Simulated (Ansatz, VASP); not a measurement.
## Two plane-wave programs on CdClO

```
CELL_PARAMETERS angstrom
3.78619 0.00000 0.00000
-1.89310 3.27894 0.00000
0.00000 0.00000 9.49838
ATOMIC_POSITIONS crystal
Cd 0.66667 0.33333 0.01906
Cd 0.33333 0.66667 0.51906
Cl 0.66667 0.33333 0.33872
Cl 0.33333 0.66667 0.83872
O 0.00000 0.00000 0.07922
O 0.00000 0.00000 0.57922
```

Change from the starting cell: volume scaled by 0.98.

Alike in both runs: task single point; functional PBE; k mesh 8 × 8 × 3; occupations fermi-dirac, width 0.05 eV; no spin polarisation.

|  | VASP | Ansatz |
| --- | --- | --- |
| version | VASP 6.6.1 | Ansatz 0.2.0 |
| potentials or method | VASP PAW PBE potentials, release 64 (Cd, Cl, O) | Ansatz PAW |
| plane-wave cutoff (eV) | 520 | 420 |
| valence electrons in the cell | 50 | 66 |

Ansatz gave:

```
gap on the k mesh at the Fermi level (eV)       : none
pressure (GPa)                                  : -1.5
largest component of the traceless stress (GPa) : 1.59
rms of the force components (eV/Å)              : 0.063
```

Q: Estimate VASP's values.

A: gap on the k mesh at the Fermi level (eV): none; pressure (GPa): -1.0; largest component of the traceless stress (GPa): 1.30; rms of the force components (eV/Å): 0.066.

Atom by atom the forces differ by 0.019 eV/Å (rms over components). A gap of «none» marks a metal or a gap that the smearing closes. The two sets of potentials don't hold the same shells in valence.
